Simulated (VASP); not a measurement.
Input:

```yaml
crystal:
  lattice:
    - [2.12155, 1.22488, 6.92745]
    - [-2.12155, 1.22488, 6.92745]
    - [0.00000, -2.44976, 6.92745]
  atoms:
    - { symbol: Pb, position: [0.75317, 0.75317, 0.75317] }
    - { symbol: Pb, position: [0.24683, 0.24683, 0.24683] }
    - { symbol: Se, position: [0.00000, 0.00000, 0.00000] }
    - { symbol: S, position: [0.50000, 0.50000, 0.50000] }
```

The numbers are results of PBEsol GGA, VASP's PBE PAW potentials (set 64) (plane waves; VASP), not measurements. Settings: 400 eV cut-off, Gaussian smearing of 0.050 eV, potentials Pb_d Se S.

Unless said otherwise, spin-orbit coupling is left out, though it shifts the bands of the heavy elements here.

Problem. Give the energies of bands 14 to 23 at the high-symmetry points, in eV from the valence-band maximum.

Solution. 
```tsv
band	Γ	T	H2	L	S0	F
14	-6.20	-7.57	-8.37	-8.24	-8.31	-7.36
15	-2.20	-2.16	-4.32	-3.88	-4.61	-5.26
16	-2.20	-2.16	-4.31	-3.74	-3.89	-3.47
17	-2.09	-1.68	-3.13	-2.96	-3.60	-3.45
18	-1.55	-1.68	-2.96	-2.57	-2.66	-1.68
19	-1.55	-1.17	-1.66	-2.27	-2.13	-1.65
20	0.00	-1.16	-1.65	-2.27	-0.96	-0.01
21	0.18	2.17	2.29	2.76	1.59	0.18
22	1.72	2.20	2.33	2.85	2.73	1.73
23	1.72	2.87	3.46	3.65	3.42	1.74
```

The gap is indirect, 0.18 eV, from the valence maximum at Γ to the conduction minimum at F.

The structure comes from a computed database's Pb2SeS entry (R-3m); how it stands against other phases isn't given here. It was relaxed first.
